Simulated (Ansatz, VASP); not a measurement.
# SnSe2: VASP beside Ansatz

One calculation is typed for both programs; each brings its own data sets. How far apart do they land? The cell is taken from a series of runs on this material, whose earlier steps may have relaxed, scaled, displaced or heated it; both programs get it as it stands.

Method: plane waves, with VASP 6.6.1 beside it; G0W0 gap at HSE06, in Ansatz 0.2.0.

### Step 1. The starting structure

The cell holds 3 atoms: 1 Sn and 2 Se. Cell: a = 3.694 Å, b = 3.694 Å, c = 30.000 Å, α = 90.0°, β = 90.0°, γ = 120.0°. Vacuum lies along c.

### Step 2. Ansatz: G0W0 gap, HSE06

Ansatz runs on its PAW soft_1 files.

Quasiparticle shifts depend on high empty states and on the cores, so they are the hardest test of two PAW sets.

Input file input.yaml:

```yaml
crystal:
  lattice:
    - [3.6943772805, 0.0, 0.0]
    - [-1.8471886403, 3.1994245761, 0.0]
    - [0.0, 0.0, 30.0]
  atoms:
    - { symbol: Sn, position: [0.3333333333, 0.6666666667, 0.5] }
    - { symbol: Se, position: [0.6666666667, 0.3333333333, 0.5567896797] }
    - { symbol: Se, position: [0.6666666667, 0.3333333333, 0.4432103203] }
  periodic: [true, true, false]
kpoints:
  mp_grid: { grid: [3, 3, 1] }
hamiltonian:
  xc: hse06
  pseudopotentials: { kind: paw, azcp: { folder: soft_1 } }
scf:
  occupations: { method: fixed }
gw:
  n_empty_bands: 402
  ecut_chi: 63
  qp_bands: [v2, c2]
  qp_kpoints: band_edges
  screening: { model: contour_deformation }
```

The run is started by

```bash
> ansatz run input.yaml --threads 4 --pin off --max-ram 17510MiB --backend cpu --events-out ev --progress --plain --runs-dir out
```

Numbers of over 12 decimals in the logs are rounded to 6 here.

Log:

```text
exact exchange: scf.exx.singularity resolves to wigner_seitz, which cuts the screened interaction at the faces of the exchange supercell's Wigner-Seitz cell, so that each pair interacts once, at the shortest of its separations (the periodic images that this leaves out come, for a point-like exchange hole, to about 0.002 eV on a filled level). The cut falls within the interaction's reach, and what an exchange supercel [...]
Engine: ansatz 0.2.0, x86_64-unknown-linux-gnu
Pseudopotentials: kind: paw
Pseudopotential: Sn, paw, valence charge 14, recommended cutoff 420 eV (normal), soft_1/Sn.paw.azcp
Pseudopotential: Se, paw, valence charge 16, recommended cutoff 420 eV (normal), soft_1/Se.paw.azcp
Functional definition: HSE06
  parameter a = 0.25
  parameter omega = 0.11/bohr
  exchange = pbe_x - a*pbe_x_sr(omega) + a*exact_x_sr(omega)
  correlation = pbe_c
davidson cushion auto → on  (no smearing: the cushion is to keep the highest requested band from converging to the state above it; pin scf.eigensolver.cushion to override)
Crystal: 3 atoms, lattice volume = 354.596 Å³
Basis set: ecut = 420 eV, 6977 PW (Γ)
Bands: 28, of which v1, the nominal top of the filled ones, is band 23 counted from 1 (22 counted from 0)
Symmetry: 12 space group operations
Space group: P-6m2 (ITA 187), of the structure as read, at distance tolerance 7.1e-5 Å
k-points: 3 of 9 (time reversal used)
Non-local potential: Sn, projectors of the file, l = 0: 2, l = 1: 2, l = 2: 2, l = 3: 1
Non-local potential: Se, projectors of the file, l = 0: 2, l = 1: 2, l = 2: 3, l = 3: 1
PAW form: soft (Blöchl's): semilocal exchange-correlation on the pseudo side does not see the compensation charge
PAW frozen core: Sn, regenerated for the run's functional, and the local potential with it (the file was generated under x = pbe(κ = 0.804, μ = 0.219515), c = pbe(β = 0.066725))
PAW frozen core: Se, regenerated for the run's functional, and the local potential with it (the file was generated under x = pbe(κ = 0.804, μ = 0.219515), c = pbe(β = 0.066725))
PAW one-centre angular grid: Sn, 590 points (default); XC on 64 Gauss nodes
PAW one-centre angular grid: Se, 590 points (default); XC on 64 Gauss nodes
Initial density: superposition of atomic densities (neutral atoms: chi_scale 0, normalization atom)
Initial wavefunctions: pseudopotential atomic-orbital guess
Functional: x = pbe(κ = 0.804, μ = 0.219515), c = pbe(β = 0.066725), warm-up for x = pbe(κ = 0.804, μ = 0.219515) + 0.25 (exact − pbe) at short range (hse, ω = 0.207870 Å⁻¹), c = pbe(β = 0.066725); HSE06 as pw.x's `hse` composes it (authors' and Libxc's form: `xc: wpbeh`)
iter 1 solved again at ethr=3.81e-3 eV; its pass at ethr=1.00e-1 eV (dr2=1.75e0 eV) is discarded
SCF iter   1: F=—  HF=-16962.502687 eV  |F-HF|=—  |Δ(HF+E_count)|=         —  Δρ=1.61e-2  dr2=1.62e0  ethr=3.81e-3  ⟨swp⟩=6.7  Hψ=482  notcnv=0
preconditioner: auto → none  [insulator: Δε(μ)=0.868 eV  Ē_g=15.489 eV  n_scr=18 (ndim 8)  ℏωp=10.1 eV  f_vac=0.759]
SCF iter   2: F=—  HF=-16962.202152 eV  |F-HF|=—  |Δ(HF+E_count)|=   3.01e-1  Δρ=8.07e-3  dr2=6.54e-1  ethr=3.53e-3  ⟨swp⟩=4.3  Hψ=231  notcnv=0  defer=1
SCF iter   3: F=—  HF=-16962.082834 eV  |F-HF|=—  |Δ(HF+E_count)|=   1.19e-1  Δρ=4.40e-3  dr2=1.13e-1  ethr=1.42e-3  ⟨swp⟩=4.7  Hψ=223  notcnv=0  defer=1
iter 4 solved again at ethr=2.43e-5 eV; its pass at ethr=2.45e-4 eV (dr2=1.12e-2 eV) is discarded
SCF iter   4: F=—  HF=-16962.067632 eV  |F-HF|=—  |Δ(HF+E_count)|=   1.52e-2  Δρ=1.93e-3  dr2=1.10e-2  ethr=2.43e-5  ⟨swp⟩=4.3  Hψ=406  notcnv=0  defer=2
SCF iter   5: F=—  HF=-16962.067770 eV  |F-HF|=—  |Δ(HF+E_count)|=   1.39e-4  Δρ=3.91e-4  dr2=3.85e-4  ethr=2.39e-5  ⟨swp⟩=3.3  Hψ=194  notcnv=0  defer=1
SCF iter   6: F=-16962.067987 eV  HF=-16962.068010 eV  |F-HF|=2.26e-5  |Δ(HF+E_count)|=   2.40e-4  Δρ=8.36e-5  dr2=1.86e-5  ethr=8.37e-7  ⟨swp⟩=5.0  Hψ=302  notcnv=0  defer=2
SCF 1 stopped early in 6 iterations: F = -16962.067987 eV  dr2 = 1.86e-5
  greatest PAW one-centre occupation: 1.000 electrons in one spin orbital (limit 2), on the Se atom at site 2 (counted from 0), in its partial waves of l = 2
Initial density: handed on by an earlier stage of this run
Initial wavefunctions: those handed on with the density
Functional: x = pbe(κ = 0.804, μ = 0.219515) + 0.25 (exact − pbe) at short range (hse, ω = 0.207870 Å⁻¹), c = pbe(β = 0.066725); HSE06 as pw.x's `hse` composes it (authors' and Libxc's form: `xc: wpbeh`)
Exchange kernel: α = 0.2500, screened, ω = 0.2079 Å⁻¹, Wigner–Seitz truncation, v(0) = 965.1357 eV·Å³, q-mesh 3×3×1, nearest image of the exchange supercell L = 11.08 Å, pair-density grid 18×18×125, without the augmentation charges, whose exchange is taken in its separable form by FFT convolution over the k-point mesh (sized by the pseudopotential files, 24×24×216 at the most), smooth part of the exact exchange by density-matrix convolution
Frozen-core exchange: fock
SCF iter   1: F=—  HF=-16969.167817 eV  |F-HF|=—  |Δ(HF+E_count)|=         —  Δρ=2.39e-3  dr2=2.64e-2  ethr=4.05e-7  ⟨swp⟩=12.3  Hψ=515  notcnv=0
preconditioner: auto → none  [insulator: Δε(μ)=1.315 eV  Ē_g=10.724 eV  n_scr=18 (ndim 8)  ℏωp=7.9 eV  f_vac=0.763]
SCF iter   2: F=—  HF=-16969.154075 eV  |F-HF|=—  |Δ(HF+E_count)|=   1.37e-2  Δρ=7.85e-4  dr2=2.79e-3  ethr=4.05e-7  ⟨swp⟩=6.7  Hψ=367  notcnv=0  defer=1
SCF iter   3: F=—  HF=-16969.165250 eV  |F-HF|=—  |Δ(HF+E_count)|=   1.12e-2  Δρ=4.66e-4  dr2=5.45e-4  ethr=4.05e-7  ⟨swp⟩=5.7  Hψ=364  notcnv=0
SCF iter   4: F=—  HF=-16969.165080 eV  |F-HF|=—  |Δ(HF+E_count)|=   1.70e-4  Δρ=8.60e-5  dr2=3.55e-5  ethr=4.05e-7  ⟨swp⟩=3.0  Hψ=259  notcnv=0
SCF iter   5: F=-16969.165248 eV  HF=-16969.165253 eV  |F-HF|=4.92e-6  |Δ(HF+E_count)|=   1.73e-4  Δρ=4.66e-5  dr2=8.55e-6  ethr=3.84e-8  ⟨swp⟩=5.3  Hψ=286  notcnv=0
SCF 2 stopped early in 5 iterations: F = -16969.165248 eV  dr2 = 8.55e-6
hybrid outer 1: dexx = +1.317e-2 eV, tail = 1.64e-4 eV
Exchange kernel: α = 0.2500, screened, ω = 0.2079 Å⁻¹, Wigner–Seitz truncation, v(0) = 965.1357 eV·Å³, q-mesh 3×3×1, nearest image of the exchange supercell L = 11.08 Å, pair-density grid 18×18×125, without the augmentation charges, whose exchange is taken in its separable form by FFT convolution over the k-point mesh (sized by the pseudopotential files, 24×24×216 at the most), smooth part of the exact exchange by density-matrix convolution
Frozen-core exchange: fock
SCF iter   1: F=—  HF=-16969.165292 eV  |F-HF|=—  |Δ(HF+E_count)|=         —  Δρ=2.53e-5  dr2=4.17e-6  ethr=1.79e-6  ⟨swp⟩=2.3  Hψ=187  notcnv=0
preconditioner: auto → none  [insulator: Δε(μ)=1.303 eV  Ē_g=10.722 eV  n_scr=18 (ndim 8)  ℏωp=7.9 eV  f_vac=0.764]
SCF iter   2: F=—  HF=-16969.165294 eV  |F-HF|=—  |Δ(HF+E_count)|=   2.46e-6  Δρ=1.54e-5  dr2=5.25e-7  ethr=6.38e-9  ⟨swp⟩=5.0  Hψ=332  notcnv=0
SCF iter   3: F=—  HF=-16969.165295 eV  |F-HF|=—  |Δ(HF+E_count)|=   6.95e-7  Δρ=6.51e-6  dr2=1.12e-7  ethr=9.08e-10  ⟨swp⟩=4.3  Hψ=272  notcnv=0
iter 4 solved again at ethr=6.33e-12 eV; its pass at ethr=2.05e-10 eV (dr2=2.91e-9 eV) is discarded
SCF iter   4: F=-16969.165295 eV  HF=-16969.165295 eV  |F-HF|=6.30e-9  |Δ(HF+E_count)|=   2.80e-8  Δρ=9.86e-7  dr2=3.68e-9  ethr=6.33e-12  ⟨swp⟩=4.0  Hψ=446  notcnv=0
SCF 3 converged in 4 iterations: F = -16969.165295 eV  dr2 = 3.68e-9
  greatest PAW one-centre occupation: 1.000 electrons in one spin orbital (limit 2), on the Se atom at site 1 (counted from 0), in its partial waves of l = 2
hybrid outer 2: dexx = +9.808e-7 eV, tail = 5.25e-8 eV, Δε = 4.80e-3 eV (about 1.93e-4 eV left of the loop's levels)
NSCF: frozen V_eff on 3 k-points
Exchange-term sweep: 0 of 3 (spin, k) points
Exchange-term sweep: 1 of 3 (spin, k) points
Exchange-term sweep: 2 of 3 (spin, k) points
Exchange-term sweep: 3 of 3 (spin, k) points
G₀W₀ screening: q 1/3
[... further progress lines ...]
NSCF: frozen V_eff on 1 k-points
hybrid SCF converged: 2 outer / 9 inner (+6 warm-up), last move |dexx| = 9.81e-7 eV, tail = 5.25e-8 eV
Stability not checked: this state was not tested for a lower state beside it, because the functional holds exact exchange (a hybrid, or Hartree-Fock), whose exchange loop this test does not read (fock_operator; see scf.lower_state_search)
Free energy (F): -16969.165295 eV
Frozen-core exchange: fock
Harris-Foulkes:  -16969.165295 eV  (|F-HF|=6.30e-9)
Internal energy: -16969.165295 eV  (E = F + TS)
E sigma→0 (E₀):  -16969.165295 eV
Fermi energy:    -5.895345 eV
--- Per-component energies (eV) ---
  E_band       = -1626.000365
  E_kinetic    = 390.615810
  E_local      = -99841.912999  (includes V_loc(G=0)·N_el)
  E_nonlocal   = -569.414261
  E_hartree    = 49740.808647
  E_xc         = -238.364876
  E_vxc        = -209.597299  (∫ρ·V_xc dr)
  E_exx        = -173.021918  (= α·E_x^exact, valence–valence)
  E_paw        = -8519.379049  (= ΣΔE_a)
  E_vpaw       = -531.266673  (= ΣTr[D̂ρ^β])
  E_aug_tail   = -0.000445  (compensation charges beyond the density's cutoff)
  E_ewald      = 42243.386863
  E_core_change = -1.883066  (= ΣΔE_core)
  E_smearing   = -0.000000  (= −TS)
  E_closure    = -0.000000  (closes the sum)
  Σ components = -16969.165295   (vs F -16969.165295, Δ=-3.64e-12)
--- Band table (eV) ---
  k-point 0: bands = [... 19 lower, -6.8642, -6.8642, -5.8953, -5.8953, -4.5268, -1.2588]
  k-point 1: bands = [... 19 lower, -9.8402, -8.2823, -7.0269, -6.5675, -4.5920, -2.5735]
  k-point 2: bands = [... 19 lower, -10.2767, -9.8674, -8.6946, -6.4416, -4.3502, -2.9589]
  the weakly bound empty levels are not read free of the cell's end (exact_exchange)
  guard bands above this table: 3 of the run's 28 bands. The solve was not asked for them (output.publish_guard_bands: true or output.eigenvalues: true publishes all)
--- G₀W₀: contour deformation, 7 samples at zero and on the imaginary axis and 1 off it, 9 q-points, 402 empty bands' worth ---
  eigenvalues of the whole cell's RPA ε∞ on this k-mesh (on a slab, of 1 + 4πα/V) = 1.1749, 4.0903, 4.0903; static W/v taken at q = 0 is 0.445334
  bands read: the sum over 425 bands ends inside a degenerate multiplet in 1 slot, whose members it reads at an even weight; the widest, k=0: bands 425 to 426 (counted from 1) at 1/2 each
  gw.qp_kpoints: band_edges: 3 of 3 stored k-points solved, in 1 pass; an edge of the gap read off the rows below is read off those points alone
    ik  band        ε_KS         Σx   Σc(E_QP)       V_xc       Z   E_QP_lin       E_QP  E_QP is
     0    22     -5.8953   -17.9109     1.8293   -16.1647  0.7378    -5.8124    -5.8122  root
     0    23     -5.8953   -17.9109     1.8293   -16.1647  0.7378    -5.8124    -5.8122  root
     0    24     -4.5268   -10.2587    -3.2184   -13.8091  0.7649    -4.1925    -4.1949  root
     0    25     -1.2588    -6.7798    -3.7206   -10.7030  0.7534    -1.0608    -1.0562  root
     1    22     -7.0269   -16.5947     1.9217   -14.7113  0.7359    -6.9887    -6.9887  root
     1    23     -6.5675   -17.6006     1.9085   -15.7765  0.7320    -6.4833    -6.4830  root
     1    24     -4.5920   -10.4278    -3.1301   -13.9072  0.7590    -4.2400    -4.2426  root
     1    25     -2.5735    -7.7020    -3.6846   -11.5369  0.7630    -2.4227    -2.4232  root
     2    22     -8.6946   -16.2010     2.2292   -14.0998  0.6616    -8.5665    -8.5667  root
     2    23     -6.4416   -17.2447     1.8452   -15.4491  0.7409    -6.3920    -6.3920  root
     2    24     -4.3502   -10.7512    -2.9926   -14.1001  0.7557    -3.9910    -3.9938  root
     2    25     -2.9589    -7.7316    -3.4854   -11.3568  0.7576    -2.8186    -2.8191  root
```

The column dr2 measures how far the density is from self-consistency, as an energy; F and HF (Harris–Foulkes) agree once it is small.

(Part 1 of 2 ends here.)

[Lines on the potential files, build, host, timing and source positions are cut from VASP's logs without a mark.]

[Logs are printed without paths, hosts, clocks, repeated set-up lines and the standing remarks that a program may print on its own settings, such as how far it seeks lower states.]

[Hosts, paths, dates, database ids (printed as entryN), source tags and the programs' standing remarks are cut or masked in the printed files.]
